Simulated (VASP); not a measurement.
## A VASP 6.6.1 single-point calculation on NaSrCl₃

INCAR

```
GGA = PE
LASPH = .TRUE.
SIGMA = 0.02
EDIFF = 1E-7
LCHARG = .FALSE.
NBANDS = 21
IBRION = -1
ENCUT = 520
NELM = 55
NSW = 0
PREC = Accurate
ISIF = 2
LWAVE = .FALSE.
ISMEAR = -1
LREAL = .FALSE.
```

KPOINTS

```
KPOINTS created by Atomic Simulation Environment
0
Gamma
4 4 4
0 0 0
```

POSCAR

```
Na Sr Cl
 1.0000000000000000
     5.9065317510000002    0.0000000000000000    0.0000000000000000
     0.0000000000000000    5.9065317510000002    0.0000000000000000
     0.0000000000000000    0.0000000000000000    5.9065317510000002
 Na  Sr  Cl
   1   1   3
Cartesian
  0.0000000000000000  0.0000000000000000  0.0000000000000000
  2.9532658755000001  2.9532658755000001  2.9532658755000001
  2.9532658755000001  2.9532658755000001  0.0000000000000000
  2.9532658755000001  0.0000000000000000  2.9532658755000001
  0.0000000000000000  2.9532658755000001  2.9532658755000001
```

The recommended PBE PAW datasets give the neutral cell 38 valence electrons.

Command

```
mpirun -np 1 vasp_std
```

OSZICAR

```
N       E                     dE             d eps       ncg     rms          rms(c)
DAV:   1     0.331846393546E+03    0.33185E+03   -0.17093E+04   428   0.155E+03
DAV:   2     0.272467243825E+02   -0.30460E+03   -0.29881E+03   529   0.343E+02
DAV:   3    -0.172636442796E+02   -0.44510E+02   -0.42450E+02   582   0.126E+02
DAV:   4    -0.194973437736E+02   -0.22337E+01   -0.22323E+01   572   0.276E+01
DAV:   5    -0.195834256105E+02   -0.86082E-01   -0.86060E-01   726   0.413E+00    0.133E+01
DAV:   6    -0.184855336088E+02    0.10979E+01   -0.23786E+00   505   0.711E+00    0.909E+00
DAV:   7    -0.182658302574E+02    0.21970E+00   -0.11151E+00   580   0.521E+00    0.294E+00
DAV:   8    -0.182314898694E+02    0.34340E-01   -0.15207E-01   510   0.217E+00    0.692E-01
DAV:   9    -0.182276824521E+02    0.38074E-02   -0.11897E-02   558   0.627E-01    0.290E-01
DAV:  10    -0.182252425695E+02    0.24399E-02   -0.15762E-02   480   0.832E-01    0.972E-02
DAV:  11    -0.182254211993E+02   -0.17863E-03   -0.67523E-04   590   0.172E-01    0.674E-02
DAV:  12    -0.182255366354E+02   -0.11544E-03   -0.82504E-05   525   0.673E-02    0.169E-02
DAV:  13    -0.182255534983E+02   -0.16863E-04   -0.42853E-05   511   0.355E-02    0.740E-03
DAV:  14    -0.182255544929E+02   -0.99457E-06   -0.29742E-06   516   0.112E-02    0.413E-03
DAV:  15    -0.182255545915E+02   -0.98604E-07   -0.25752E-07   428   0.314E-03
   1 F= -.18225555E+02 E0= -.18225555E+02  d E =-.547682E-13
```

Standard output (part)

```
POSCAR found type information on POSCAR NaSrCl
 POSCAR found :  3 types and       5 ions
 LDA part: xc-table for (Slater+PW92), standard interpolation
 POSCAR, INCAR and KPOINTS ok, starting setup
 WAVECAR not read
 entering main loop
```

From OUTCAR

```
k-points           NKPTS =     10   k-points in BZ     NKDIM =     10   number of bands    NBANDS=     21

   NELECT =      38.0000    total number of electrons

   dimension x,y,z NGX =    48 NGY =   48 NGZ =   48
   dimension x,y,z NGXF=    96 NGYF=   96 NGZF=   96

  energy-cutoff  :      520.00
  volume of cell :      206.06
      direct lattice vectors                 reciprocal lattice vectors
     5.906531751  0.000000000  0.000000000     0.169304093  0.000000000  0.000000000
     0.000000000  5.906531751  0.000000000     0.000000000  0.169304093  0.000000000
     0.000000000  0.000000000  5.906531751     0.000000000  0.000000000  0.169304093

 k-points in reciprocal lattice and weights: KPOINTS created by Atomic Simulation Env
   0.00000000  0.00000000  0.00000000       0.016
   0.25000000  0.00000000  0.00000000       0.094
   0.50000000  0.00000000  0.00000000       0.047
   0.25000000  0.25000000  0.00000000       0.188
   0.50000000  0.25000000  0.00000000       0.188
   0.50000000  0.50000000  0.00000000       0.047
   0.25000000  0.25000000  0.25000000       0.125
   0.50000000  0.25000000  0.25000000       0.188
   ...

 E-fermi :  -1.6665

 k-point     1 :       0.0000    0.0000    0.0000
  band No.  band energies     occupation
      1     -34.9943      2.00000
      2     -26.0660      2.00000
      3     -26.0660      2.00000
      4     -26.0660      2.00000
      5     -17.0206      2.00000
      6     -17.0206      2.00000
      7     -17.0206      2.00000
      8     -14.6267      2.00000
      9     -14.4809      2.00000
     10     -14.4809      2.00000
     11      -3.2317      2.00000
     12      -3.2317      2.00000
     13      -3.2317      2.00000
     14      -2.5603      2.00000
     15      -2.5603      2.00000
     16      -2.5603      2.00000
     17      -2.4812      2.00000
     18      -2.4812      2.00000
     19      -2.4812      2.00000
     20       1.1994      0.00000
     21       3.8778      0.00000

 k-point     2 :       0.2500    0.0000    0.0000
  band No.  band energies     occupation
      1     -34.9942      2.00000
      2     -26.0661      2.00000
      3     -26.0660      2.00000
      4     -26.0660      2.00000
      5     -17.0804      2.00000
      6     -17.0203      2.00000
      7     -17.0203      2.00000
      8     -14.5912      2.00000
      9     -14.4804      2.00000
     10     -14.3990      2.00000
     11      -3.4076      2.00000
     12      -3.1797      2.00000
     13      -3.1797      2.00000
     14      -2.7534      2.00000
     15      -2.6412      2.00000
     16      -2.6412      2.00000
     17      -2.5907      2.00000
     18      -2.5027      2.00000
     19      -2.5027      2.00000
     20       1.6083      0.00000
     21       3.9279      0.00000

 ...

  Total       -2.5320098     -2.5320098     -2.5320098      0.0000000      0.0000000      0.0000000
  in kB      -19.6869457    -19.6869457    -19.6869457      0.0000000      0.0000000      0.0000000
  external PRESSURE =     -19.6869457 kB  Pullay stress =       0.0000000 kB

 POSITION                                       TOTAL-FORCE (eV/Angst)
 -----------------------------------------------------------------------------------
      0.00000      0.00000      0.00000         0.000000      0.000000      0.000000
      2.95327      2.95327      2.95327         0.000000      0.000000      0.000000
      2.95327      2.95327      0.00000         0.000000      0.000000      0.000000
      2.95327      0.00000      2.95327         0.000000      0.000000      0.000000
      0.00000      2.95327      2.95327         0.000000      0.000000      0.000000
 -----------------------------------------------------------------------------------
    total drift:                                0.000000     -0.000000     -0.000000

  FREE ENERGIE OF THE ION-ELECTRON SYSTEM (eV)
  ---------------------------------------------------
  free  energy   TOTEN  =       -18.2255545915 eV

  energy  without entropy=      -18.2255545915  energy(sigma->0) =      -18.22555459
```

It converged. Results: gap between bands v and c on the k mesh 3.45 eV; least direct gap on the k mesh 3.68 eV; pressure -2.0 GPa. Band v is the last that the valence electrons fill when counted band by band, and c is the next.

For comparison, a separate PBE run of the intended cell, on usual settings and not on those above, gives a gap of 3.45 eV on its mesh and a pressure of -2.0 GPa.

The run above took about 42 s on one core of a shared host (Intel Xeon Platinum 8488C) and held 0.33 GiB at most.
